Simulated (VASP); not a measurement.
OSZICAR of a VASP run on Os (hcp):

**OSZICAR**
```
       N       E                     dE             d eps       ncg     rms          rms(c)
DAV:   1     0.100609279592E+03    0.10061E+03   -0.75194E+03  3240   0.124E+03
DAV:   2    -0.169962317153E+02   -0.11761E+03   -0.10624E+03  3464   0.394E+02
DAV:   3    -0.237173919167E+02   -0.67212E+01   -0.61828E+01  4012   0.765E+01
DAV:   4    -0.238769340204E+02   -0.15954E+00   -0.15833E+00  3416   0.120E+01
DAV:   5    -0.238789357298E+02   -0.20017E-02   -0.20015E-02  3772   0.108E+00    0.236E+01
DAV:   6    -0.228119881923E+02    0.10669E+01   -0.11241E+00  3496   0.980E+00    0.109E+01
DAV:   7    -0.224901890344E+02    0.32180E+00   -0.82093E-01  3704   0.824E+00    0.479E-01
DAV:   8    -0.224842939416E+02    0.58951E-02   -0.76329E-03  3312   0.732E-01    0.280E-01
DAV:   9    -0.224823499783E+02    0.19440E-02   -0.13754E-03  3456   0.449E-01    0.528E-02
DAV:  10    -0.224823872947E+02   -0.37316E-04   -0.54792E-05  3692   0.741E-02    0.104E-02
DAV:  11    -0.224823577193E+02    0.29575E-04   -0.62873E-06  3360   0.305E-02    0.809E-04
DAV:  12    -0.224823569384E+02    0.78085E-06   -0.12873E-07  1708   0.407E-03
   1 F= -.19003033E+02 E0= -.19003374E+02  d E =-.190030E+02
       N       E                     dE             d eps       ncg     rms          rms(c)
DAV:   1    -0.222989289383E+02    0.18343E+00   -0.23839E+01  3240   0.447E+01    0.154E+01
DAV:   2    -0.216971598379E+02    0.60177E+00   -0.62917E-01  3432   0.962E+00    0.638E+00
DAV:   3    -0.215452844529E+02    0.15188E+00   -0.39987E-01  3868   0.679E+00    0.732E-01
DAV:   4    -0.215496438042E+02   -0.43594E-02   -0.64042E-03  3280   0.596E-01    0.111E-01
DAV:   5    -0.215505023267E+02   -0.85852E-03   -0.18585E-03  4092   0.456E-01    0.629E-02
DAV:   6    -0.215505917856E+02   -0.89459E-04   -0.66481E-05  3280   0.900E-02    0.169E-02
DAV:   7    -0.215505989805E+02   -0.71949E-05   -0.79070E-06  3756   0.367E-02    0.145E-03
DAV:   8    -0.215505993615E+02   -0.38096E-06   -0.38590E-07  1672   0.599E-03
   2 F= -.18486992E+02 E0= -.18487180E+02  d E =0.516041E+00
       N       E                     dE             d eps       ncg     rms          rms(c)
DAV:   1    -0.229729865500E+02   -0.14224E+01   -0.16342E+01  3240   0.346E+01    0.116E+01
DAV:   2    -0.225245904690E+02    0.44840E+00   -0.47812E-01  3304   0.724E+00    0.536E+00
DAV:   3    -0.224301633425E+02    0.94427E-01   -0.31682E-01  4012   0.568E+00    0.350E-01
DAV:   4    -0.224319895733E+02   -0.18262E-02   -0.59490E-03  3276   0.584E-01    0.199E-01
DAV:   5    -0.224326441601E+02   -0.65459E-03   -0.57550E-04  3696   0.182E-01    0.536E-02
DAV:   6    -0.224327172852E+02   -0.73125E-04   -0.81710E-05  3516   0.938E-02    0.170E-02
DAV:   7    -0.224327207726E+02   -0.34874E-05   -0.25782E-06  3004   0.200E-02    0.170E-03
DAV:   8    -0.224327208121E+02   -0.39485E-07   -0.14500E-07  1656   0.482E-03
   3 F= -.19021027E+02 E0= -.19021340E+02  d E =-.179944E-01
       N       E                     dE             d eps       ncg     rms          rms(c)
DAV:   1    -0.224297481927E+02    0.29726E-02   -0.11993E-03  3248   0.299E-01    0.927E-02
DAV:   2    -0.224297163736E+02    0.31819E-04   -0.36527E-05  3328   0.645E-02    0.410E-02
DAV:   3    -0.224297109943E+02    0.53793E-05   -0.25072E-05  3992   0.510E-02    0.481E-03
DAV:   4    -0.224297112050E+02   -0.21074E-06   -0.40939E-07  1636   0.522E-03
   4 F= -.19021076E+02 E0= -.19021388E+02  d E =-.180434E-01
       N       E                     dE             d eps       ncg     rms          rms(c)
DAV:   1    -0.224283140184E+02    0.13970E-02   -0.25520E-04  3248   0.138E-01    0.424E-02
DAV:   2    -0.224283075707E+02    0.64477E-05   -0.79669E-06  3340   0.305E-02    0.186E-02
DAV:   3    -0.224283069935E+02    0.57720E-06   -0.53190E-06  2816   0.237E-02
   5 F= -.19021076E+02 E0= -.19021387E+02  d E =-.180431E-01
       N       E                     dE             d eps       ncg     rms          rms(c)
DAV:   1    -0.224334342326E+02   -0.51267E-02   -0.16458E-02  3264   0.113E+00    0.162E-01
DAV:   2    -0.224332384066E+02    0.19583E-03   -0.19836E-04  3964   0.189E-01    0.756E-02
DAV:   3    -0.224331768793E+02    0.61527E-04   -0.14222E-04  3544   0.115E-01    0.132E-02
DAV:   4    -0.224331774607E+02   -0.58138E-06   -0.60008E-06  3220   0.281E-02
   6 F= -.19020974E+02 E0= -.19021253E+02  d E =0.102083E-03
       N       E                     dE             d eps       ncg     rms          rms(c)
DAV:   1    -0.224299342789E+02    0.32426E-02   -0.81603E-03  3264   0.795E-01    0.115E-01
DAV:   2    -0.224298407056E+02    0.93573E-04   -0.99129E-05  3960   0.134E-01    0.535E-02
DAV:   3    -0.224298138675E+02    0.26838E-04   -0.70694E-05  3552   0.809E-02    0.923E-03
DAV:   4    -0.224298141010E+02   -0.23358E-06   -0.29395E-06  2764   0.198E-02
   7 F= -.19021100E+02 E0= -.19021403E+02  d E =-.243178E-04
```

Question: Which electronic solver shows in the log?

Answer: It is blocked Davidson (ALGO = Normal, or the opening steps of other solvers). The INCAR had ALGO = Normal.

Question: Can the final energy be trusted as converged?

Answer: The calculation finished and met its thresholds. It stopped with EDIFF = 1E-6, NELM = 100, NSW = 40 and EDIFFG = -0.02 after 7 ionic steps (PBE GGA, plane waves, VASP's PBE PAW potentials (set 64)). Energy and stress use the plane-wave basis of the starting cell.

The compound is Os in the hcp structure. This run relaxes it under an external pressure of 20 GPa. Symmetry was kept, so distortions that lower it aren't found.
